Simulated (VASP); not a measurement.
Output of a VASP run:

File OUTCAR:
```
 ion  position               nearest neighbor table
   1  0.106  0.894  0.927-   3 2.22   3 2.22   4 2.25
   2  0.394  0.606  0.427-   4 2.22   4 2.22   3 2.25
   3  0.606  0.394  0.573-   1 2.22   1 2.22   2 2.25
   4  0.894  0.106  0.073-   2 2.22   2 2.22   1 2.25
  LATTYP: Found a base centered orthorhombic cell.
 ALAT       =     3.3151716436
 B/A-ratio  =     3.0703980893
 C/A-ratio  =     1.2620676326
 Subroutine PRICEL returns:
 Original cell was already a primitive cell.
 Subroutine GETGRP returns: Found  8 space group operations
The static configuration has the point symmetry C_2h.
 The point group associated with its full space group is D_2h.
The dynamic configuration has the point symmetry C_2h.
 Subroutine INISYM returns: Found  8 space group operations
 Subroutine IBZKPT returns following result:
 Found    180 irreducible k-points:

 Following reciprocal coordinates:
            Coordinates               Weight
  0.000000  0.000000  0.000000      1.000000
  0.090909  0.000000  0.000000      4.000000
  0.181818  0.000000  0.000000      4.000000
  0.272727  0.000000  0.000000      4.000000
  0.363636 -0.000000  0.000000      4.000000
  0.454545  0.000000  0.000000      4.000000
  0.090909  0.090909  0.000000      2.000000
  0.181818  0.090909  0.000000      4.000000
  0.272727  0.090909  0.000000      4.000000
  0.363636  0.090909  0.000000      4.000000
  0.454545  0.090909  0.000000      4.000000
 -0.454545  0.090909  0.000000      4.000000
 -0.363636  0.090909  0.000000      4.000000
 -0.272727  0.090909  0.000000      4.000000
 -0.181818  0.090909  0.000000      4.000000
 -0.090909  0.090909  0.000000      2.000000
  0.181818  0.181818  0.000000      2.000000
  0.272727  0.181818  0.000000      4.000000
  0.363636  0.181818  0.000000      4.000000
  0.454545  0.181818  0.000000      4.000000
 -0.454545  0.181818  0.000000      4.000000
 -0.363636  0.181818  0.000000      4.000000
 -0.272727  0.181818  0.000000      4.000000
 -0.181818  0.181818  0.000000      2.000000
  0.272727  0.272727  0.000000      2.000000
  0.363636  0.272727  0.000000      4.000000
  0.454545  0.272727  0.000000      4.000000
 -0.454545  0.272727  0.000000      4.000000
 -0.363636  0.272727  0.000000      4.000000
 -0.272727  0.272727  0.000000      2.000000
  0.363636  0.363636  0.000000      2.000000
  0.454545  0.363636  0.000000      4.000000
 -0.454545  0.363636  0.000000      4.000000
 -0.363636  0.363636  0.000000      2.000000
  0.454545  0.454545  0.000000      2.000000
 -0.454545  0.454545  0.000000      2.000000
  0.000000  0.000000  0.125000      2.000000
  0.090909  0.000000  0.125000      8.000000
  0.181818  0.000000  0.125000      8.000000
  0.272727  0.000000  0.125000      8.000000
   k-points           NKPTS =    180   k-points in BZ     NKDIM =    180   number of bands    NBANDS=     14
   number of dos      NEDOS =    601   number of ions     NIONS =      4
   total plane-waves  NPLWV =  51200
   dimension x,y,z NGX =    40 NGY =   40 NGZ =   32
   dimension x,y,z NGXF=    80 NGYF=   80 NGZF=   64
   ions per type =               4
   PREC   = accura    normal or accurate (medium, high low for compatibility)
   ISTART =      0    job   : 0-new  1-cont  2-samecut
   ICHARG =      2    charge: 1-file 2-atom 10-const
   ISPIN  =      1    spin polarized calculation?
   LNONCOLLINEAR =      F non collinear calculations
   LSORBIT =      F    spin-orbit coupling
   INIWAV =      1    electr: 0-lowe 1-rand  2-diag
   ENCUT  =  520.0 eV  38.22 Ry    6.18 a.u.   9.95  9.95  7.78*2*pi/ulx,y,z
   NELM   =    100;   NELMIN=  2; NELMDL= -5     # of ELM steps
   EDIFF  = 0.1E-06   stopping-criterion for ELM
   LREAL  =      F    real-space projection
   NLSPLINE    = F    spline interpolate recip. space projectors
   LMAXMIX     =    2 max onsite mixed and CHGCAR
...
```

OSZICAR:
```
       N       E                     dE             d eps       ncg     rms          rms(c)
DAV:   1     0.625811791041E+02    0.62581E+02   -0.85549E+03  5040   0.122E+03
DAV:   2    -0.174631822645E+02   -0.80044E+02   -0.78182E+02  6572   0.176E+02
DAV:   3    -0.214657241482E+02   -0.40025E+01   -0.39839E+01  6904   0.416E+01
DAV:   4    -0.215169513492E+02   -0.51227E-01   -0.51149E-01  6354   0.552E+00
DAV:   5    -0.215179353756E+02   -0.98403E-03   -0.98350E-03  6986   0.693E-01    0.104E+01
DAV:   6    -0.214185034895E+02    0.99432E-01   -0.64510E-02  6162   0.160E+00    0.615E+00
DAV:   7    -0.213778731049E+02    0.40630E-01   -0.10565E-01  6456   0.210E+00    0.297E-01
DAV:   8    -0.213775933338E+02    0.27977E-03   -0.10486E-02  5958   0.725E-01    0.150E-01
DAV:   9    -0.213776257243E+02   -0.32391E-04   -0.51976E-04  6918   0.163E-01    0.721E-02
DAV:  10    -0.213776190707E+02    0.66536E-05   -0.61414E-05  5988   0.502E-02    0.299E-02
DAV:  11    -0.213776238926E+02   -0.48219E-05   -0.11474E-05  6432   0.291E-02    0.875E-03
DAV:  12    -0.213776251926E+02   -0.13000E-05   -0.54777E-07  6486   0.546E-03    0.279E-03
DAV:  13    -0.213776247532E+02    0.43943E-06   -0.15107E-07  4266   0.293E-03    0.112E-03
DAV:  14    -0.213776247866E+02   -0.33353E-07   -0.22525E-08  3522   0.108E-03
   1 F= -.23050569E+02 E0= -.23050569E+02  d E =0.000000E+00
```

File OUTCAR:
```
------------------------ aborting loop because EDIFF is reached ----------------------------------------
  Edisp (eV):   -1.67294
  FORCE on cell =-STRESS in cart. coord.  units (eV):
  Direction    XX          YY          ZZ          XY          YZ          ZX
  --------------------------------------------------------------------------------------
  Total       0.12609     0.05334     0.02884     0.00000     0.00000     0.00000
  in kB       2.86173     1.21064     0.65456     0.00000     0.00000     0.00000
  external pressure =        1.58 kB  Pullay stress =        0.00 kB
  volume of cell :       70.59
      direct lattice vectors                 reciprocal lattice vectors
     1.657585822 -5.089448340  0.000000000     0.301643507 -0.098242475  0.000000000
     1.657585822  5.089448340  0.000000000     0.301643507  0.098242475  0.000000000
     0.000000000  0.000000000  4.183970828     0.000000000  0.000000000  0.239007403
 POSITION                                       TOTAL-FORCE (eV/Angst)
 -----------------------------------------------------------------------------------
      1.65759      4.00793      3.87858         0.000000      0.024544     -0.008565
      1.65759      1.08152      1.78660         0.000000     -0.024544     -0.008565
      1.65759     -1.08152      2.39737         0.000000      0.024544      0.008565
      1.65759     -4.00793      0.30539         0.000000     -0.024544      0.008565
 -----------------------------------------------------------------------------------
    total drift:                                0.000000     -0.000000      0.000000
  FREE ENERGIE OF THE ION-ELECTRON SYSTEM (eV)
  ---------------------------------------------------
  free  energy   TOTEN  =       -23.0505685159 eV

  energy  without entropy=      -23.0505685159  energy(sigma->0) =      -23.05056852

 total charge

# of ion       s       p       d       tot
------------------------------------------
    1        1.085   1.377   0.000   2.462
    2        1.085   1.377   0.000   2.462
    3        1.085   1.377   0.000   2.462
    4        1.085   1.377   0.000   2.462
--------------------------------------------------
tot          4.341   5.507   0.000   9.848

 Electric field gradients after diagonalization (V/A^2)
 (convention: |V_zz| > |V_xx| > |V_yy|)
----------------------------------------------------------------------
 ion       V_xx      V_yy      V_zz     asymmetry (V_yy - V_xx)/ V_zz
----------------------------------------------------------------------
   1      36.173    31.371   -67.544       0.071
   2      36.173    31.371   -67.544       0.071
   3      36.173    31.371   -67.544       0.071
   4      36.173    31.371   -67.544       0.071
```
(Selected blocks of OUTCAR.)

**POSCAR**
```
P
1
    1.6575858218    -5.0894483401     0.0000000000
    1.6575858218     5.0894483401     0.0000000000
    0.0000000000     0.0000000000     4.1839708279
P
4
Direct
  0.1062508723   0.8937491277   0.9270105133
  0.3937491277   0.6062508723   0.4270105133
  0.6062508723   0.3937491277   0.5729894867
  0.8937491277   0.1062508723   0.0729894867
```

Task: Reconstruct the remaining input files.

Result: One answer among several that fit: the input of the run itself, PBE GGA with D4 dispersion, plane waves, VASP's PBE PAW potentials (set 64).

File KPOINTS:
```
Automatic mesh
0
Gamma
11 11 8
0 0 0
```

### INCAR
```
! general
SYSTEM=P
PREC  =Accurate
ENCUT =520
LREAL =.FALSE.
LASPH =.TRUE.

! electronic loop
EDIFF =1E-7
NELM  =100
ALGO  =Normal

! smearing
ISMEAR=-5

! functional
GGA   =PE
IVDW  =13

! ions
ISIF  =2

! output
LWAVE =.FALSE.
LCHARG=.TRUE.
LORBIT=11
NEDOS =601

! other
LEFG  =.TRUE.
```

POTCAR, in this order: P (PBE.64 set). Program: vasp_std.

For a metal the tetrahedron method with Blöchl corrections gives inexact stress and forces.

The compound is P in the black structure. It was relaxed first, which changed the volume by -7 %.
